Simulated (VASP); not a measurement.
Input:

```
CELL_PARAMETERS angstrom
      0.00000     2.01097     2.01097
      2.01097     0.00000     2.01097
      2.01097     2.01097     0.00000
ATOMIC_POSITIONS crystal
  W  0.00000 0.00000 0.00000
```

Computed with r2SCAN meta-GGA, VASP's PBE PAW potentials (set 64) (plane waves; VASP). Run with 400 eV cut-off, 17×17×17 Γ-centred mesh, tetrahedra with Blöchl corrections, potentials W_sv.

Unless said otherwise, spin-orbit coupling is left out, though it shifts the bands of the heavy elements here.

Task: Predict the energy per atom (σ→0), band gap (over mesh and band path) with the smallest direct gap where there is one.

Result: 
band gap (over mesh and band path): none (metal, semimetal or under 0.01 eV)
energy per atom (σ→0): -50.796 eV/atom

Only differences to runs with the same potentials and settings are physical.

The structure was generated: W was put into the fcc type (Fm-3m), which need not be its known phase. It was relaxed first.
